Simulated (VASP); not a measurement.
An input for Quantum ESPRESSO's pw.x (written as the equivalent of a VASP run, and not itself run):

```
&CONTROL
  calculation = 'vc-relax'
  pseudo_dir = './pseudo'
  outdir = './out'
  tprnfor = .true.
  tstress = .true.
  nstep = 40
  forc_conv_thr = 0.00078
/
&SYSTEM
  ibrav = 0
  nat = 1
  ntyp = 1
  ecutwfc = 40
  occupations = 'smearing'
  smearing = 'methfessel-paxton'
  degauss = 0.00735
  input_dft = 'pbe'
/
&ELECTRONS
  conv_thr = 7.3e-08
  electron_maxstep = 100
/
&IONS
/
&CELL
  press = 450
/
ATOMIC_SPECIES
  Al 26.982 Al.upf
CELL_PARAMETERS angstrom
    -0.0000000    1.8294040    1.8294040
     1.8294040    0.0000000    1.8294040
     1.8294040    1.8294040   -0.0000000
ATOMIC_POSITIONS crystal
  Al   1.0000000  1.0000000  0.0000000
K_POINTS automatic
  17 17 17 0 0 0
```

Problem. Translate this input to VASP (INCAR, KPOINTS, POSCAR, choice of POTCAR).

Solution. One answer among several that fit: 
**INCAR**
```
# general
SYSTEM  = Al
PREC    = Accurate
ENCUT   = 500   # plane-wave cut-off (eV)
LREAL   = .FALSE.   # projection in real space or not
LASPH   = .TRUE.   # aspherical one-centre terms

# electronic loop
EDIFF   = 1E-6   # SCF stop (eV)
NELM    = 100
ALGO    = Normal

# smearing
ISMEAR  = 1   # Methfessel-Paxton
SIGMA   = 0.1

# functional
GGA     = PE   # PBE

# ions
IBRION  = 2
NSW     = 40
ISIF    = 3
EDIFFG  = -0.02   # ionic stop
PSTRESS = 450   # kbar

# output
LWAVE   = .FALSE.
LCHARG  = .FALSE.
```

File POSCAR:
```
Al
1
   -0.0000000000     1.8294040174     1.8294040174
    1.8294040174     0.0000000000     1.8294040174
    1.8294040174     1.8294040174    -0.0000000000
Al
1
Direct
  1.0000000000   1.0000000000   0.0000000000
```

### KPOINTS
```
Automatic mesh
0
Gamma
17 17 17
0 0 0
```

POTCAR, in this order: Al (PBE.64 set). Program: vasp_std.

What does not carry over: the potentials are each code's own (VASP's PAW set, PseudoDojo norm-conserving files in pw.x), so ENCUT and ecutwfc are chosen apart and not converted; conv_thr bounds pw.x's estimated SCF error, while EDIFF bounds the energy change between steps; forc_conv_thr acts on force components and is met together with etot_conv_thr.

The compound is Al in the fcc structure. It was relaxed first under an external pressure of 45 GPa.
